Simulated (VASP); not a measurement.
Computed with vdW-DF2, VASP's PBE PAW potentials (set 64) (plane waves; VASP).

VASP ran on this input.

KPOINTS:
```
Automatic mesh
0
Gamma
7 7 7
0 0 0
```

INCAR:
```
EDIFF=1E-6   ! SCF stop (eV)
AGGAC=0.0
LASPH=.True.   ! aspherical one-centre terms
SYSTEM=TiO2
ZAB_VDW=-1.8867
LCHARG=.False.
NELM=100
SIGMA=0.05
ISMEAR=0   ! Gaussian
LUSE_VDW=.True.
GGA=ML
PREC=Accurate
ALGO=Normal   ! blocked Davidson
ISIF=3   ! ions, shape and volume
IBRION=2   ! conjugate gradients
ENCUT=520   ! plane-wave cut-off (eV)
LREAL=.False.
EDIFFG=-0.02
LWAVE=.False.
LMAXMIX=4
NSW=60   ! most ionic steps
```

File POSCAR:
```
TiO2
1.0
 -1.9256908715   1.9256908715   4.9072146842
  1.9256908715  -1.9256908715   4.9072146842
  1.9256908715   1.9256908715  -4.9072146842
Ti O
2 4
Cart
  0.0000000000   1.9256908715   2.4536073421
  1.9256908715   1.9256908715  -4.9072146842
  0.0000000000   1.9256908715   0.4213484738
  0.0000000000  -0.0000000000   7.7821705001
 -0.0000000000   0.0000000000   2.0322588683
  0.0000000000   1.9256908715   4.4858662104
```

POTCAR, in this order: Ti_sv O (PBE.64 set). Program: vasp_std.

Problem. Predict the energy per atom (σ→0).

Solution. 
```
Quantity                        Value
---------------------  --------------
energy per atom (σ→0)  -6.875 eV/atom
```

**OSZICAR**
```
...
DAV:   9    -0.412701170445E+02   -0.43927E-01   -0.61332E-01  3336   0.510E+00    0.189E+00
DAV:  10    -0.412610352098E+02    0.90818E-02   -0.50551E-01  3116   0.616E+00    0.907E-01
DAV:  11    -0.412484081988E+02    0.12627E-01   -0.73855E-02  3032   0.207E+00    0.768E-02
DAV:  12    -0.412485696378E+02   -0.16144E-03   -0.16048E-03  2816   0.313E-01    0.396E-02
DAV:  13    -0.412485358766E+02    0.33761E-04   -0.20755E-04  3512   0.133E-01    0.943E-03
DAV:  14    -0.412485343322E+02    0.15444E-05   -0.16788E-05  2736   0.289E-02    0.477E-03
DAV:  15    -0.412485336056E+02    0.72662E-06   -0.16249E-06  1584   0.112E-02
   1 F= -.41248534E+02 E0= -.41248534E+02  d E =-.412485E+02
```

The compound is TiO2 in the anatase structure, one of several forms; rutile is the usual stable one. It was relaxed first, which changed the volume by +7 %. The start is the result of an earlier pass.
